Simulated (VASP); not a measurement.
The system is ZnH.

```
Zn H
1.0
     0.00000    2.33471    2.33471
     2.33471    0.00000    2.33471
     2.33471    2.33471    0.00000
Zn H
1 1
Direct
  0.00000 0.00000 0.00000
  0.25000 0.25000 0.25000
```

The cell was built by a generator and needn't be a form met in nature.

| Quantity | Value |
| --- | --- |
| Program | VASP 6.6.1 |
| Task | relaxation of cell and atoms |
| Functional | PBE |
| Potentials or basis | VASP PAW PBE potentials, release 64 (Zn, H) |
| Cutoff | 600 eV |
| k mesh | 10 × 10 × 10 |
| Occupations | gaussian, width 0.05 eV |
| Spin | no spin polarisation |

At the start: pressure -5.3 GPa; volume 12.73 Å³/atom.

How do energy, volume and symmetry change on relaxing?

Over 4 steps the energy falls by 32.8 meV/atom and the volume is 10.98 Å³/atom (-13.7 %); space group F-43m (No. 216, to 0.05 Å).

Step by step:
```tsv
step	energy change (eV)	largest force (eV/Å)	pressure (GPa)	volume (Å³)
1	0.0000	0.0000	-5.30	25.45
2	-0.0426	0.0000	-3.50	23.93
3	-0.0638	0.0000	-1.02	22.49
4	-0.0655	0.0000	0.06	21.96
```

Final structure:
```
Zn H
1.0
     0.00000    2.22256    2.22256
     2.22256    0.00000    2.22256
     2.22256    2.22256    0.00000
Zn H
1 1
Direct
  0.00000 0.00000 0.00000
  0.25000 0.25000 0.25000
```
